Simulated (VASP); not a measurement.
Wanted: the native input for a VASP 6.6.1 run.

```
Task                   : relaxation of cell and atoms
Functional             : PBE
Potentials or basis    : VASP PAW PBE potentials, release 64 (Sb, Te, O)
Cutoff                 : 520 eV
k mesh                 : 4 × 4 × 4
Occupations            : gaussian, width 0.15 eV
Spin                   : no spin polarisation
Further INCAR settings : PREC = Normal; ALGO = Fast; EDIFF = 0.0001; IBRION = 2; EDIFFG = -0.08; NSW = 24; ISIF = 3
```

The structure of Sb2Te4O lies in POSCAR:

```
Sb2Te4O
1.0
    2.0500000000      1.1835680500     13.5333333300
   -2.0500000000      1.1835680500     13.5333333300
    0.0000000000     -2.3671361000     13.5333333300
Sb Te O
2 4 1
Direct
    0.2960000000      0.2960000000      0.2960000000
    0.7040000000      0.7040000000      0.7040000000
    0.5854000000      0.5854000000      0.5854000000
    0.4146000000      0.4146000000      0.4146000000
    0.1280000000      0.1280000000      0.1280000000
    0.8720000000      0.8720000000      0.8720000000
    0.0000000000      0.0000000000      0.0000000000
```

The cell was built by a generator and needn't be a form met in nature.

These files were run (other wordings do the same):

INCAR

```
PREC = Normal
ENCUT = 520
EDIFF = 1E-4
ISMEAR = 0
SIGMA = 0.15
LREAL = F
LASPH = T
NELM = 60
ALGO = Fast
ISIF = 3
LWAVE = F
LCHARG = F
GGA = PE
IBRION = 2
NSW = 24
EDIFFG = -0.08
KPAR = 2
```

KPOINTS

```
regular mesh
0
Gamma
  4 4 4
```

Potentials or basis: VASP PAW PBE potentials, release 64 (Sb, Te, O).

The run is started by

```bash
$ cat potpaw_PBE.64/Sb/POTCAR potpaw_PBE.64/Te/POTCAR potpaw_PBE.64/O/POTCAR > POTCAR
$ mpirun -np 2 vasp_std > vasp.out
```

It gave:

```yaml
Relaxed_volume: 27.30 Å³/atom
Relaxed_cell: a = 13.600 Å, b = 13.600 Å, c = 13.600 Å, α = 17.16°, β = 17.16°, γ = 17.16°
Space_group_after_relaxing_to_0.05_Å: R-3m (No. 166)
Energy_gained_by_relaxing: 258.9 meV/atom
Ionic_steps: 14
Pressure_after_relaxing: 0.0 GPa
Largest_force_after_relaxing: 0.024 eV/Å
Band_gap_on_the_k_mesh: none (metal or under the smearing width)
```

Caveat: the k mesh is coarse (spacing up to 0.44 Å⁻¹), so the values aren't converged; the relaxation stopped at a loose force limit of 0.08 eV/Å, so its end isn't a converged minimum.

Run time: 24 min on 2 MPI ranks on Intel(R) Xeon(R) Platinum 8375C CPU @ 2.90GHz (Ice Lake) (shared host), peak memory 1.1 GiB a rank.
